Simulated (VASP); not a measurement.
# Ge: energy against volume

Ge (diamond, Fd-3m, 22.712 Å³/atom and stress up to 0.18 GPa in the relaxed cell, cube axes along x, y and z) under an equal strain ε along all three axes. PBEsol in VASP (plane waves, PAW), 480 eV, 10×10×10 Γ-centred mesh, Methfessel-Paxton smearing 0.10 eV; ions are relaxed, or left where forces stay under 0.02 eV/Å, within the symmetry of each cell.

Here V stands for volume and E for E less E0.

| volume (Å³/atom) | E less E0 (meV/atom) | pressure (GPa) |
|---|---|---|
| 20.7286 | ? | ? |
| 21.3764 | 21.97 | 4.99 |
| 21.7052 | 12.70 | 3.64 |
| 22.0374 | 6.07 | 2.37 |
| 22.3730 | 1.92 | 1.22 |
| 22.7120 | 0.00 | 0.18 |
| 23.0544 | 0.26 | -0.82 |
| 23.4002 | 2.60 | -1.74 |
| 23.7494 | 6.90 | -2.59 |
| 24.1022 | 13.04 | -3.39 |

Fit E of the 9 rows that show it with the third-order Birch-Murnaghan form, a cubic in V^(-2/3). With u = V^(-2/3) - 0.1248, the rows have u = 0.0050306, 0.0037161, 0.0024213, 0.0011458, -0.0001105, -0.0013482, -0.0025674, -0.0037685, -0.0049525. Least squares gives E = 0.065 + 784.4·u + 697940·u² + 2190096·u³. Residuals (row less fit): 0.017, -0.030, -0.017, 0.037, 0.013, -0.011, -0.015, -0.004, 0.007; standard error 0.026 (degrees of freedom: 5). Its minimum lies at u = -0.0005634, so V0 = (0.1242366)^(-3/2) = 22.84. There d²E/du² = 1388000 and d³E/du³ = 1.314e7, so B0 = (4/9) × 22.84^(-7/3) × 1388000 × 0.160218 = 66.8 GPa (the last factor turns the table's units into GPa), and B0' = 4 + (2/3) × 0.1242366 × (1.314e7)/1388000 = 4.8. B0' rests on the cubic coefficient alone and has a standard error of 0.1 from these residuals.

Estimate the missing E (V = 20.7286); what did the run itself give?

u = 0.0077216, so E = 0.065 + 784.4 × 0.0077216 + 697940 × 0.0077216² + 2190096 × 0.0077216³ = 48.743 meV/atom. The calculation gives 49.00 meV/atom, 0.257 meV/atom above the prediction (0.5 % of the range of E in the table). The row lies outside the fitted rows, so this is an extrapolation. From the scatter of the fitted rows alone, a prediction at this place has a standard error of 0.126 meV/atom, so the miss is 2.0 times that.

This level leaves no gap over 0.05 eV at strain 0.00, 0.50, 1.00, 1.50, 2.00 %. Other structures, which can take over under pressure, weren't tried. The same form fitted to the pressure column gives B0' = 4.8; series where the two differ by over 0.4 aren't shown. Rows are the converged runs of the series near zero and its far end, less any whose ions stayed unrelaxed beside relaxed ones; series whose fitted rows scatter by over a few per cent of the range, as at a crossing or softening among them, aren't shown in this form.
